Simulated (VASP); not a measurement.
VASP runs on HgSe (space group P4/nmm) share one base input (PBE GGA, plane waves, VASP's PBE PAW potentials (set 64)) and change the settings named in each case.

**KPOINTS**
```
kpoints
0
G
  4 4 3
0 0 0
```

File POSCAR:
```
HgSe
1
    4.5584040000     0.0000000000     0.0000000000
    0.0000000000     4.5584040000     0.0000000000
    0.0000000000     0.0000000000     5.7439680000
Hg Se
2 2
Direct
  0.5000000000   0.0000000000   0.2368000000
  0.0000000000   0.5000000000   0.7632000000
  0.0000000000   0.0000000000   0.0000000000
  0.5000000000   0.5000000000   0.0000000000
```

INCAR:
```
GGA=PE
NELM=100   ! most electronic steps
EDIFF=1E-6   ! SCF stop (eV)
ALGO=Normal
LASPH=.TRUE.   ! aspherical one-centre terms
LCHARG=.FALSE.
SYSTEM=HgSe
SIGMA=0.1   ! width (eV)
LWAVE=.FALSE.
LMAXMIX=6
ISMEAR=-1   ! Fermi-Dirac
LREAL=.FALSE.   ! projection in real space or not
PREC=Accurate
ENCUT=300   ! plane-wave cut-off (eV)
ISIF=2   ! forces and stress, cell fixed
```

POTCAR, in this order: Hg Se (PBE.64 set). Program: vasp_std.

```
change                                                                                                                                      E(σ→0) (eV/atom)  pressure (GPa)  −TS (eV)
------------------------------------------------------------------------------------------------------------------------------------------  ----------------  --------------  --------
base run                                                                                                                                             -1.1831           10.21   -0.1158
GGA = PS                                                                                                                                             -1.5903             ___       ___
GGA_COMPAT = .FALSE., LNONCOLLINEAR = .TRUE., LSORBIT = .TRUE., MAGMOM = 0.0 0.0 0.0 0.0 0.0 0.0 0.0 0.0 0.0 0.0 0.0 0.0, program vasp_ncl           -1.3424             ___       ___
KPOINTS 2×2×1 Γ-centred mesh                                                                                                                         -1.1356           11.10   -0.2037
```

**Question.** What belongs in the gaps?

**Answer.** 
- GGA = PS, pressure (GPa): 7.28
- GGA = PS, −TS (eV): -0.1176
- GGA_COMPAT = .FALSE., LNONCOLLINEAR = .TRUE., LSORBIT = .TRUE., MAGMOM = 0.0 0.0 0.0 0.0 0.0 0.0 0.0 0.0 0.0 0.0 0.0 0.0, program vasp_ncl, pressure (GPa): 9.79
- GGA_COMPAT = .FALSE., LNONCOLLINEAR = .TRUE., LSORBIT = .TRUE., MAGMOM = 0.0 0.0 0.0 0.0 0.0 0.0 0.0 0.0 0.0 0.0 0.0 0.0, program vasp_ncl, −TS (eV): -0.1041

Energies of different potentials or functionals have different zeros. Unless said otherwise, spin-orbit coupling is left out, though it shifts the bands of the heavy elements here.

Left out are runs that ran out of time, are held back, or changed the cell or the kind of run, fixed moments of cells without a moment, rows past the twelfth, gaps on odd meshes, pressures of charged cells and columns that move by less than the noise.

The structure was generated: HgSe was put into an ordered model structure, which need not be its known phase. The cell was not relaxed at this level.
